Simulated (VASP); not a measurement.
# HPbNO4 (P1) in VASP: equation of state, part 2 of 2

VASP 6.6.1. Earlier steps stand in the parts before.

### Step 3. Equation of state, PBE, 16.94 Å³/atom (volume scaled by 0.96)

Input file INCAR:

```
SYSTEM = HPbNO4
ALGO = Normal
EDIFF = 1E-7
ENCUT = 520
GGA = PE
ISIF = 2
ISMEAR = -1
KPAR = 4
LASPH = .TRUE.
LCHARG = .FALSE.
LREAL = .FALSE.
LWAVE = .FALSE.
NBANDS = 31
NELM = 60
PREC = Accurate
SIGMA = 0.05
```

Input file KPOINTS:

```
k-points
0
G
  7 5 5
  0 0 0
```

Input file POSCAR:

```
HPbNO4
1.0
    3.8019519932      0.1418959779      0.0889020129
   -0.2497779589      5.4522819242      0.1624839163
   -0.4754560934     -1.9011535639      5.6429398473
H Pb N O
1 1 1 4
Direct
    0.1091300000      0.6571800000      0.5446300000
    0.6102900000      0.5212700000      0.1510000000
    0.9158000000      0.9626300000      0.9586700000
    0.0138400000      0.1363900000      0.8808400000
    0.7239800000      0.0105700000      0.1285800000
    0.0038900000      0.7373200000      0.8704300000
    0.1192700000      0.5932400000      0.3765100000
```

Potentials or basis: VASP PAW PBE potentials, release 64 (H, Pb_d, N, O).

Launch:

```bash
cat potpaw_PBE.64/H/POTCAR potpaw_PBE.64/Pb_d/POTCAR potpaw_PBE.64/N/POTCAR potpaw_PBE.64/O/POTCAR > POTCAR
mpirun -np 4 vasp_std > vasp.out
```

It took 55 s on 4 MPI ranks of Intel Xeon 6975P-C (Granite Rapids), shared host; peak memory 0.43 GiB.

Results (log left out):

```
Free energy            : -40.3280 eV
Pressure               : 4.0 GPa
Largest force          : 1.652 eV/Å
Band gap on the k mesh : 3.18 eV, indirect (least direct gap 3.26 eV)
```

Caveat: the standard files for N, O and F lose accuracy on very short bonds; spin-orbit coupling is left out, which as a rule narrows the gap of such compounds by several tenths of an eV; an odd mesh through Γ misses points on the zone boundary, where band edges often lie; forces of over 1 eV/Å show positions far from the minimum, so gaps and moduli don't describe the material at rest.

### Step 4. Equation of state, PBE, 17.30 Å³/atom (volume scaled by 0.98)

INCAR is that of step 3.

KPOINTS is that of step 3.

POSCAR: that of step 3 with these lines changed.

```diff
@@ -2,5 +2,5 @@
 1.0
-    3.8019519932      0.1418959779      0.0889020129
-   -0.2497779589      5.4522819242      0.1624839163
-   -0.4754560934     -1.9011535639      5.6429398473
+    3.8281731803      0.1428746018      0.0895151496
+   -0.2515006199      5.4898850568      0.1636045304
+   -0.4787352045     -1.9142653821      5.6818579036
 H Pb N O
```

Launch:

```bash
cat potpaw_PBE.64/H/POTCAR potpaw_PBE.64/Pb_d/POTCAR potpaw_PBE.64/N/POTCAR potpaw_PBE.64/O/POTCAR > POTCAR
mpirun -np 4 vasp_std > vasp.out
```

Run time: 56 s. Hardware: 4 MPI ranks of Intel Xeon 6975P-C (Granite Rapids), shared host; peak memory 0.43 GiB.

It converged, with:

- Free energy: -40.3785 eV
- Pressure: 2.2 GPa
- Largest force: 1.013 eV/Å
- Band gap on the k mesh: 3.16 eV, indirect (least direct gap 3.24 eV)

Caveat: the standard files for N, O and F lose accuracy on very short bonds; spin-orbit coupling is left out, which as a rule narrows the gap of such compounds by several tenths of an eV; an odd mesh through Γ misses points on the zone boundary, where band edges often lie; forces of over 1 eV/Å show positions far from the minimum, so gaps and moduli don't describe the material at rest.

### Step 5. Equation of state, PBE, 18.00 Å³/atom (volume scaled by 1.02)

INCAR is that of step 4.

KPOINTS is that of step 4.

POSCAR: that of step 4 with these lines changed.

```diff
@@ -2,5 +2,5 @@
 1.0
-    3.8281731803      0.1428746018      0.0895151496
-   -0.2515006199      5.4898850568      0.1636045304
-   -0.4787352045     -1.9142653821      5.6818579036
+    3.8795641876      0.1447926105      0.0907168386
+   -0.2548768701      5.5635835833      0.1658008265
+   -0.4851619473     -1.9399632859      5.7581335544
 H Pb N O
```

Potentials or basis: VASP PAW PBE potentials, release 64 (H, Pb_d, N, O).

Launch:

```bash
cat potpaw_PBE.64/H/POTCAR potpaw_PBE.64/Pb_d/POTCAR potpaw_PBE.64/N/POTCAR potpaw_PBE.64/O/POTCAR > POTCAR
mpirun -np 4 vasp_std > vasp.out
```

OUTCAR:

```text
SYSTEM = HPbNO4
   EDIFF = 1E-7
   ENCUT = 520
   GGA = PE
   ISIF = 2
   ISMEAR = -1
   LASPH = .TRUE.
   LREAL = .FALSE.
   NELM = 60
   PREC = Accurate

 Found     88 irreducible k-points:

 Following reciprocal coordinates:
            Coordinates               Weight
  0.000000  0.000000  0.000000      1.000000
  0.142857 -0.000000 -0.000000      2.000000
  0.285714 -0.000000 -0.000000      2.000000
  0.428571 -0.000000 -0.000000      2.000000
  0.000000  0.200000 -0.000000      2.000000
  0.142857  0.200000 -0.000000      2.000000
   k-points           NKPTS =     88   k-points in BZ     NKDIM =     88   number of bands    NBANDS=     31
   number of dos      NEDOS =    301   number of ions     NIONS =      7
   total plane-waves  NPLWV =  60480
   dimension x,y,z NGX =    30 NGY =   42 NGZ =   48
   dimension x,y,z NGXF=    60 NGYF=   84 NGZF=   96
   ions per type =               1   1   1   4
   NGX,Y,Z   is equivalent  to a cutoff of  12.84, 12.53, 13.09 a.u.
   NGXF,Y,Z  is equivalent  to a cutoff of  25.69, 25.06, 26.18 a.u.
 SYSTEM =  HPbNO4
   PREC   = accura    normal or accurate (medium, high low for compatibility)
   ISTART =      0    job   : 0-new  1-cont  2-samecut
   ICHARG =      2    charge: 1-file 2-atom 10-const
[... 63 lines left out ...]
  band No.  band energies     occupation
      1     -26.3416      2.00000
      2     -21.0122      2.00000
      3     -20.7748      2.00000
      4     -18.2400      2.00000
      5     -15.9507      2.00000
      6     -15.9261      2.00000
[... 193 lines left out ...]
     30       9.6863      0.00000
     31      10.3772      0.00000

 [... further k-points ...]

------------------------ aborting loop because EDIFF is reached ----------------------------------------

  FORCE on cell =-STRESS in cart. coord.  units (eV):
  Direction    XX          YY          ZZ          XY          YZ          ZX
  --------------------------------------------------------------------------------------
  -------------------------------------------------------------------------------------
  Total       -0.8012079     -0.7176916     -0.8158059     -0.0010107      0.0042016      0.2174878
  in kB      -10.1860065     -9.1242375    -10.3715950     -0.0128491      0.0534159      2.7649907
  external PRESSURE =      -9.8939463 kB  Pullay stress =       0.0000000 kB

 VOLUME and BASIS-vectors are now :
 -----------------------------------------------------------------------------
  energy-cutoff  :      520.00
  volume of cell :      126.02
      direct lattice vectors                 reciprocal lattice vectors
     3.879564188  0.144792611  0.090716839     0.256757521  0.011007263  0.025342008
    -0.254876870  5.563583583  0.165800826    -0.008012171  0.177610088  0.059163242
    -0.485161947 -1.939963286  5.758133554    -0.003814397 -0.005287554  0.171564575

 POSITION                                       TOTAL-FORCE (eV/Angst)
 -----------------------------------------------------------------------------------
     -0.00836      2.61551      3.25491         0.027552     -0.006123     -0.191621
      2.16154      2.69556      1.01127         0.034632      0.002014      0.097537
      2.84244      3.62849      5.76283        -0.006132     -0.021827      0.013965
     -0.40842     -0.94798      5.09586        -0.048296     -0.096804      0.066447
      2.74365     -0.08581      0.80781         0.087918      0.005991     -0.126280
     -0.59513      2.41410      5.13465        -0.058518      0.108323      0.069060
      0.12884      2.58739      2.27717        -0.037155      0.008426      0.070892
 -----------------------------------------------------------------------------------
    total drift:                               -0.000630     -0.000344      0.000775

  FREE ENERGIE OF THE ION-ELECTRON SYSTEM (eV)
  ---------------------------------------------------
  free  energy   TOTEN  =       -40.4012201421 eV

  energy  without entropy=      -40.4012201421  energy(sigma->0) =      -40.40122014
```

stdout:

```text
POSCAR found type information on POSCAR H PbN O
 POSCAR found :  4 types and       7 ions
 scaLAPACK will be used
 LDA part: xc-table for (Slater+PW92), standard interpolation
 POSCAR, INCAR and KPOINTS ok, starting setup
 FFT: planning ... GRIDC
 FFT: planning ... GRID_SOFT
 FFT: planning ... GRID
 WAVECAR not read
 entering main loop
```

It took 66 s on 4 MPI ranks of Intel Xeon 6975P-C (Granite Rapids), shared host; peak memory 0.45 GiB.

Results:

```
Free energy            : -40.4012 eV
Pressure               : -1.0 GPa
Largest force          : 0.194 eV/Å
Band gap on the k mesh : 3.12 eV, indirect (least direct gap 3.20 eV)
```

Caveat: spin-orbit coupling is left out, which as a rule narrows the gap of such compounds by several tenths of an eV; an odd mesh through Γ misses points on the zone boundary, where band edges often lie.

### Step 6. Equation of state, PBE, 18.36 Å³/atom (volume scaled by 1.04)

INCAR is that of step 5.

KPOINTS is that of step 5.

POSCAR: that of step 5 with these lines changed.

```diff
@@ -2,5 +2,5 @@
 1.0
-    3.8795641876      0.1447926105      0.0907168386
-   -0.2548768701      5.5635835833      0.1658008265
-   -0.4851619473     -1.9399632859      5.7581335544
+    3.9047568687      0.1457328486      0.0913059255
+   -0.2565319610      5.5997117617      0.1668774854
+   -0.4883124379     -1.9525608030      5.7955250797
 H Pb N O
```

Potentials or basis: VASP PAW PBE potentials, release 64 (H, Pb_d, N, O).

Launch:

```bash
cat potpaw_PBE.64/H/POTCAR potpaw_PBE.64/Pb_d/POTCAR potpaw_PBE.64/N/POTCAR potpaw_PBE.64/O/POTCAR > POTCAR
mpirun -np 4 vasp_std > vasp.out
```

Wall time 58 s (4 MPI ranks of Intel Xeon 6975P-C (Granite Rapids), shared host); peak memory 0.45 GiB.

Results (log left out):

| Item | Value |
| --- | --- |
| Free energy | -40.3785 eV |
| Pressure | -2.3 GPa |
| Largest force | 0.630 eV/Å |
| Band gap on the k mesh | 3.09 eV, indirect (least direct gap 3.18 eV) |

Caveat: spin-orbit coupling is left out, which as a rule narrows the gap of such compounds by several tenths of an eV; an odd mesh through Γ misses points on the zone boundary, where band edges often lie.

### Step 7. Equation of state, PBE, 18.71 Å³/atom (volume scaled by 1.06)

INCAR is that of step 6.

KPOINTS is that of step 6.

POSCAR: that of step 6 with these lines changed.

```diff
@@ -2,5 +2,5 @@
 1.0
-    3.9047568687      0.1457328486      0.0913059255
-   -0.2565319610      5.5997117617      0.1668774854
-   -0.4883124379     -1.9525608030      5.7955250797
+    3.9296286021      0.1466611084      0.0918875076
+   -0.2581659666      5.6353796773      0.1679404280
+   -0.4914227920     -1.9649978314      5.8324402475
 H Pb N O
```

Launch:

```bash
cat potpaw_PBE.64/H/POTCAR potpaw_PBE.64/Pb_d/POTCAR potpaw_PBE.64/N/POTCAR potpaw_PBE.64/O/POTCAR > POTCAR
mpirun -np 4 vasp_std > vasp.out
```

Run time: 68 s. Hardware: 4 MPI ranks of Intel Xeon 6975P-C (Granite Rapids), shared host; peak memory 0.46 GiB.

Results (log left out):

```yaml
Free_energy: -40.3362 eV
Pressure: -3.5 GPa
Largest_force: 1.096 eV/Å
Band_gap_on_the_k_mesh: 3.07 eV, indirect (least direct gap 3.15 eV)
```

Caveat: spin-orbit coupling is left out, which as a rule narrows the gap of such compounds by several tenths of an eV; an odd mesh through Γ misses points on the zone boundary, where band edges often lie; forces of over 1 eV/Å show positions far from the minimum, so gaps and moduli don't describe the material at rest.

### Step 8. Equation of state, PBE

Potentials or basis: VASP PAW PBE potentials, release 64 (H, Pb_d, N, O).

This step only gathers the single runs of the series.

Results:

```yaml
Equilibrium_volume: 17.81 Å³/atom
Bulk_modulus_at_fixed_shape_and_positions: 76 GPa
Pressure_derivative_of_the_bulk_modulus: 4.3
```

Energy against volume, from the lowest point:
| volume (Å³/atom) | energy (meV/atom) |
| --- | --- |
| 16.591 | 22.09 |
| 16.944 | 10.58 |
| 17.297 | 3.37 |
| 17.650 | 0.00 |
| 18.003 | 0.12 |
| 18.356 | 3.36 |
| 18.709 | 9.41 |

Caveat: the standard files for N, O and F lose accuracy on very short bonds; the cell was scaled at fixed shape and fractional positions, which overstates the stiffness of a crystal with free parameters, most of all of layers and chains. Spin-orbit coupling is left out, which matters for the levels of Pb.
